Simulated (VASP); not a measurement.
Computed with PBEsol GGA with spin-orbit coupling, VASP's PBE PAW potentials (set 64) (plane waves; VASP).

The input files of a VASP run:

### POSCAR
```
TaSi
1
   -1.6937749743     1.6937749743     5.8088193512
    1.6937749743    -1.6937749743     5.8088193512
    1.6937749743     1.6937749743    -5.8088193512
Ta Si
2 2
Direct
  0.7503575647   0.7503575647   0.0000000000
  0.5003575647   0.0003575647   0.5000000000
  0.1656424353   0.1656424353   0.0000000000
  0.9156424353   0.4156424353   0.5000000000
```

**KPOINTS**
```
Automatic mesh
0
Gamma
 11 11 11
```

### KPOINTS_OPT
```
k-points along high-symmetry lines
5
Line-mode
Reciprocal
  0.000000   0.000000   0.000000 ! GAMMA
  0.000000   0.000000   0.500000 ! X

  0.000000   0.000000   0.500000 ! X
  0.250000   0.250000   0.250000 ! P

  0.250000   0.250000   0.250000 ! P
  0.000000   0.500000   0.000000 ! N

  0.000000   0.500000   0.000000 ! N
  0.000000   0.000000   0.000000 ! GAMMA

  0.000000   0.000000   0.000000 ! GAMMA
  0.500000   0.500000  -0.500000 ! M

  0.500000   0.500000  -0.500000 ! M
  0.271812   0.728188  -0.271812 ! S

 -0.271812   0.271812   0.271812 ! S_0
  0.000000   0.000000   0.000000 ! GAMMA

  0.000000   0.000000   0.500000 ! X
 -0.043624   0.043624   0.500000 ! R

  0.500000   0.500000  -0.043624 ! G
  0.500000   0.500000  -0.500000 ! M
```

**INCAR**
```
SYSTEM = TaSi
PREC = Accurate; ENCUT = 400; LREAL = .False.
LASPH = .True.
EDIFF = 1E-6; NELM = 100; ALGO = Normal
LMAXMIX = 6
ISMEAR = 0; SIGMA = 0.05
GGA = PS; GGA_COMPAT = .False.
MAGMOM = 0 0 0 0 0 0 0 0 0 0 0 0
LSORBIT = .True.
LWAVE = .False.; LCHARG = .False.
```

POTCAR, in this order: Ta_pv Si (PBE.64 set). Program: vasp_ncl.

**Question.** What does the run give for the energy per atom (σ→0), band gap (over mesh and band path)?

**Answer.** 
```json
{
 "energy per atom (σ→0)": "-9.691 eV/atom",
 "band gap (over mesh and band path)": "none (metal, semimetal or under 0.01 eV)"
}
```

**OSZICAR**
```
...
DAV:   8    -0.387675821489E+02    0.21913E-01   -0.40529E-02 21002   0.107E+00    0.103E+00
DAV:   9    -0.387670100057E+02    0.57214E-03   -0.19308E-03 21952   0.247E-01    0.210E-01
DAV:  10    -0.387669073054E+02    0.10270E-03   -0.78709E-04 20634   0.133E-01    0.875E-02
DAV:  11    -0.387668952917E+02    0.12014E-04   -0.17439E-04 21328   0.102E-01    0.779E-03
DAV:  12    -0.387668937011E+02    0.15906E-05   -0.51265E-06 20500   0.191E-02    0.574E-03
DAV:  13    -0.387668931842E+02    0.51690E-06   -0.43373E-07 12666   0.566E-03
   1 F= -.38766893E+02 E0= -.38764245E+02  d E =-.529652E-02  mag=    -0.0000     0.0000    -0.0000
       N       E                     dE             ncg
```

The structure was generated: TaSi was put into the NbAs type (I4_1md), which need not be its known phase. It was relaxed first.
